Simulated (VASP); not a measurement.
All values below come from PBE GGA with D3 dispersion (zero damping), VASP's PBE PAW potentials (set 64) (plane waves; VASP).

VASP ran on this input.

File POSCAR:
```
AuZn
1
    3.1640438864     0.0000000000    -0.0000000000
   -0.0000000000     3.1640438864     0.0000000000
   -0.0000000000     0.0000000000     3.1640438864
Zn Au
1 1
Direct
  0.5000000000   0.5000000000   0.5000000000
  0.0000000000   0.0000000000   0.0000000000
```

### KPOINTS
```
kpoints
0
gamma
 13 13 13
0 0 0
```

### INCAR
```
SYSTEM = AuZn
PREC = Accurate; ENCUT = 520; LREAL = F
LASPH = T
EDIFF = 1E-7; NELM = 100; ALGO = Normal
LMAXMIX = 6
ISMEAR = -5
GGA = PE; IVDW = 11
ISIF = 2
LWAVE = F; LCHARG = T; LORBIT = 11
NEDOS = 601
```

POTCAR, in this order: Zn Au (PBE.64 set). Program: vasp_std.

What VASP printed:

OUTCAR:
```
 ion  position               nearest neighbor table
   1  0.500  0.500  0.500-   2 2.74   2 2.74   2 2.74   2 2.74   2 2.74   2 2.74   2 2.74   2 2.74
  LATTYP: Found a simple cubic cell.
 ALAT       =     3.1640438864
 Subroutine PRICEL returns:
 Original cell was already a primitive cell.
 Subroutine GETGRP returns: Found 48 space group operations
The static configuration has the point symmetry O_h .
The dynamic configuration has the point symmetry O_h .
 Subroutine INISYM returns: Found 48 space group operations
 Subroutine IBZKPT returns following result:
 Found     84 irreducible k-points:

 Following reciprocal coordinates:
            Coordinates               Weight
  0.000000  0.000000  0.000000      1.000000
  0.076923  0.000000  0.000000      6.000000
  0.153846  0.000000  0.000000      6.000000
  0.230769  0.000000  0.000000      6.000000
  0.307692  0.000000  0.000000      6.000000
  0.384615  0.000000  0.000000      6.000000
  0.461538  0.000000  0.000000      6.000000
  0.076923  0.076923  0.000000     12.000000
  0.153846  0.076923  0.000000     24.000000
  0.230769  0.076923  0.000000     24.000000
...
```

OSZICAR:
```
       N       E                     dE             d eps       ncg     rms          rms(c)
DAV:   1     0.125941835300E+03    0.12594E+03   -0.11769E+04  2576   0.198E+03
DAV:   2    -0.117660227342E+01   -0.12712E+03   -0.12327E+03  2674   0.346E+02
DAV:   3    -0.516479230350E+01   -0.39882E+01   -0.39760E+01  2898   0.696E+01
DAV:   4    -0.519194829602E+01   -0.27156E-01   -0.27165E-01  2947   0.503E+00
DAV:   5    -0.519224078558E+01   -0.29249E-03   -0.29253E-03  3094   0.528E-01    0.821E+00
DAV:   6    -0.477671711632E+01    0.41552E+00   -0.14512E+00  2597   0.144E+01    0.525E+00
DAV:   7    -0.475201908333E+01    0.24698E-01   -0.34014E-02  3426   0.412E+00    0.281E+00
DAV:   8    -0.474401329252E+01    0.80058E-02   -0.98971E-03  2994   0.119E+00    0.142E-01
DAV:   9    -0.474403715322E+01   -0.23861E-04   -0.39808E-04  2787   0.238E-01    0.752E-02
DAV:  10    -0.474404525068E+01   -0.80975E-05   -0.47615E-05  3209   0.138E-01    0.170E-02
DAV:  11    -0.474404367449E+01    0.15762E-05   -0.14838E-05  2926   0.102E-01    0.364E-03
DAV:  12    -0.474404366695E+01    0.75443E-08   -0.37658E-07  2847   0.139E-02
   1 F= -.59632006E+01 E0= -.59632006E+01  d E =0.000000E+00
```

File OUTCAR:
```
------------------------ aborting loop because EDIFF is reached ----------------------------------------
 Edisp (eV)   -1.21916
  FORCE on cell =-STRESS in cart. coord.  units (eV):
  Direction    XX          YY          ZZ          XY          YZ          ZX
  --------------------------------------------------------------------------------------
  Total       0.00081     0.00081     0.00081     0.00000    -0.00000     0.00000
  in kB       0.04112     0.04112     0.04112     0.00000    -0.00000     0.00000
  external pressure =        0.04 kB  Pullay stress =        0.00 kB
  volume of cell :       31.68
      direct lattice vectors                 reciprocal lattice vectors
     3.164043886  0.000000000  0.000000000     0.316051242  0.000000000  0.000000000
     0.000000000  3.164043886  0.000000000     0.000000000  0.316051242  0.000000000
     0.000000000  0.000000000  3.164043886     0.000000000  0.000000000  0.316051242
 POSITION                                       TOTAL-FORCE (eV/Angst)
 -----------------------------------------------------------------------------------
      1.58202      1.58202      1.58202         0.000000      0.000000      0.000000
      0.00000      0.00000      0.00000         0.000000      0.000000      0.000000
 -----------------------------------------------------------------------------------
    total drift:                                0.000000      0.000000     -0.000000
  FREE ENERGIE OF THE ION-ELECTRON SYSTEM (eV)
  ---------------------------------------------------
  free  energy   TOTEN  =        -5.9632006144 eV

  energy  without entropy=       -5.9632006144  energy(sigma->0) =       -5.96320061

 total charge

# of ion       s       p       d       tot
------------------------------------------
    1        0.520   0.436   9.767  10.723
    2        0.617   0.383   8.710   9.710
--------------------------------------------------
tot          1.137   0.819  18.477  20.433
```
(Selected blocks of OUTCAR.)

For a metal the tetrahedron method with Blöchl corrections gives inexact stress and forces.

The compound is AuZn in the CsCl type structure. It was relaxed first. The electron count is odd and the run is not spin-polarised, which forces a metal.
